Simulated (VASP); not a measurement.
Given:

```
CELL_PARAMETERS angstrom
      3.85199     0.00000     0.00000
      0.00000     3.85199     0.00000
      0.00000     0.00000     3.85199
ATOMIC_POSITIONS crystal
  Ta 0.50000 0.50000 0.50000
  Ru 0.50000 0.00000 0.00000
  Ru 0.00000 0.50000 0.00000
  Ru 0.00000 0.00000 0.50000
```

The numbers are results of PBEsol GGA, VASP's PBE PAW potentials (set 64) (plane waves; VASP), not measurements. Settings: 400 eV cut-off, 9×9×9 Γ-centred mesh, tetrahedra with Blöchl corrections, potentials Ta_pv Ru_pv.

Unless said otherwise, spin-orbit coupling is left out, though it shifts the bands of the heavy elements here.

Question: What does the run give for the energy per atom (σ→0), band gap (on the k-mesh) with the smallest direct gap where there is one?

Answer: 
* **band gap (on the k-mesh)**: none (metal, semimetal or under 0.01 eV)
* **energy per atom (σ→0)**: -10.939 eV/atom

Only differences to runs with the same potentials and settings are physical.

The structure comes from a computed database's TaRu3 entry (Pm-3m); how it stands against other phases isn't given here. It was relaxed first. The electron count is odd and the run is not spin-polarised, which forces a metal.
